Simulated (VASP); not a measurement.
Level of theory: PBEsol GGA, VASP's PBE PAW potentials (set 64) (plane waves; VASP).

A VASP calculation is set up with these files.

**KPOINTS**
```
k-points along high-symmetry lines
10
Line-mode
Reciprocal
  0.000000   0.000000   0.000000 ! GAMMA
  0.500000   0.000000   0.000000 ! M

  0.500000   0.000000   0.000000 ! M
  0.333333   0.333333   0.000000 ! K

  0.333333   0.333333   0.000000 ! K
  0.000000   0.000000   0.000000 ! GAMMA

  0.000000   0.000000   0.000000 ! GAMMA
  0.000000   0.000000   0.500000 ! A

  0.000000   0.000000   0.500000 ! A
  0.500000   0.000000   0.500000 ! L

  0.500000   0.000000   0.500000 ! L
  0.333333   0.333333   0.500000 ! H

  0.333333   0.333333   0.500000 ! H
  0.000000   0.000000   0.500000 ! A

  0.500000   0.000000   0.500000 ! L
  0.500000   0.000000   0.000000 ! M

  0.333333   0.333333   0.500000 ! H
  0.333333   0.333333   0.000000 ! K
```

### INCAR
```
ALGO = Normal
EDIFF = 1E-7
ENCUT = 400
GGA = PS
ICHARG = 11
ISMEAR = 0
LASPH = .True.
LCHARG = .False.
LMAXMIX = 6
LORBIT = 11
LREAL = .False.
LWAVE = .False.
NELM = 100
PREC = Accurate
SIGMA = 0.05
SYSTEM = TaGe
```

**POSCAR**
```
TaGe
1
    3.0451626095     0.0000000000    -0.0000000000
   -1.5225813047     2.6371882529    -0.0000000000
    0.0000000000     0.0000000000     4.1070759339
Ta Ge
1 1
Direct
  0.0000000000   0.0000000000   0.0000000000
  0.6666670000   0.3333330000   0.5000000000
```

POTCAR, in this order: Ta_pv Ge_d (PBE.64 set). Program: vasp_std. Read from the step before: CHGCAR.

Output of the run:

OSZICAR:
```
       N       E                     dE             d eps       ncg     rms          rms(c)
DAV:   1     0.141128663065E+03    0.14113E+03   -0.12030E+04  3008   0.313E+03
DAV:   2    -0.847189544058E+01   -0.14960E+03   -0.14828E+03  3408   0.495E+02
DAV:   3    -0.178331562391E+02   -0.93613E+01   -0.93189E+01  3552   0.974E+01
DAV:   4    -0.179986030736E+02   -0.16545E+00   -0.16540E+00  3552   0.139E+01
DAV:   5    -0.180010653990E+02   -0.24623E-02   -0.24623E-02  3544   0.184E+00
DAV:   6    -0.180011293639E+02   -0.63965E-04   -0.63964E-04  3648   0.244E-01
DAV:   7    -0.180011316832E+02   -0.23193E-05   -0.23195E-05  3600   0.493E-02
DAV:   8    -0.180011317797E+02   -0.96501E-07   -0.96910E-07  3576   0.883E-03
   1 F= -.18001132E+02 E0= -.18000345E+02  d E =-.157292E-02
```

OUTCAR:
```
 val. band max:        7.4782594421   @ k =   0.1481   0.1481   0.5000

 cond. band min:       7.5342009929   @ k =   0.1667   0.0000   0.5000



 k-point     1 :       0.0000    0.0000    0.0000
  band No.  band energies     occupation
      1     -27.2347      2.00000
      2     -26.6520      2.00000
      3     -26.6520      2.00000
      4     -17.0929      2.00000
      5     -17.0929      2.00000
      6     -17.0119      2.00000
      7     -16.9970      2.00000
      8     -16.9970      2.00000
      9      -5.3165      2.00000
     10       3.3228      2.00000
     11       5.2389      2.00000
     12       7.3257      2.00000
     13       7.3257      2.00000
     14      10.0473      0.00000
     15      10.0473      0.00000
     16      13.6495      0.00000

 k-point     2 :       0.0556    0.0000    0.0000
  band No.  band energies     occupation
      1     -27.2318      2.00000
      2     -26.6730      2.00000
      3     -26.6568      2.00000
      4     -17.0934      2.00000
      5     -17.0906      2.00000
      6     -17.0103      2.00000
      7     -16.9978      2.00000
      8     -16.9974      2.00000
      9      -5.2418      2.00000
     10       3.4186      2.00000
     11       5.1638      2.00000
     12       7.1732      2.00000
     13       7.4104      1.97214
     14      10.0089      0.00000
     15      10.1481      0.00000
     16      13.3411      0.00000

 k-point     3 :       0.1111    0.0000    0.0000
  band No.  band energies     occupation
      1     -27.2232      2.00000
      2     -26.7332      2.00000
      3     -26.6705      2.00000
      4     -17.0950      2.00000
      5     -17.0839      2.00000
      6     -17.0055      2.00000
      7     -17.0000      2.00000
      8     -16.9985      2.00000
      9      -5.0200      2.00000
     10       3.6933      2.00000
     11       4.9630      2.00000
     12       6.7628      2.00000
     13       7.6596      0.00000
     14       9.9009      0.00000
...
```

The density is held fixed in this step, so its total energy and stress have no physical meaning. Unless said otherwise, spin-orbit coupling is left out, though it shifts the bands of the heavy elements here.

The structure was generated: TaGe was put into the WC type (P-6m2), which need not be its known phase. It was relaxed first, which changed the volume by -15 %. The electron count is odd and the run is not spin-polarised, which forces a metal.
